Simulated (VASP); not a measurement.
Data:

```yaml
crystal:
  lattice:
    - [4.85913, 0.00000, 0.00000]
    - [-2.42956, 4.20813, 0.00000]
    - [0.00000, 0.00000, 8.49823]
  atoms:
    - { symbol: K, position: [0.00000, 0.00000, 0.00000] }
    - { symbol: K, position: [0.00000, 0.00000, 0.50000] }
    - { symbol: I, position: [0.33333, 0.66667, 0.25000] }
    - { symbol: I, position: [0.66667, 0.33333, 0.75000] }
```

The numbers are results of PBEsol GGA, VASP's PBE PAW potentials (set 64) (plane waves; VASP), not measurements. Settings: 400 eV cut-off, Gaussian smearing of 0.050 eV, potentials K_sv I.

Unless said otherwise, spin-orbit coupling is left out, though it shifts the bands of the heavy elements here.

Problem. Estimate the band gap (along the path) with the smallest direct gap where there is one.

Solution. 
| Quantity | Result |
|---|---|
| band gap (along the path) | 3.77 eV |
| smallest direct gap (along the path) | 3.77 eV |

The absolute energy has meaning only against runs of the same code, potentials and settings.

The structure was generated: KI was put into the NiAs type type (P6_3/mmc), which need not be its known phase. It was relaxed first, which changed the volume by -11 %.
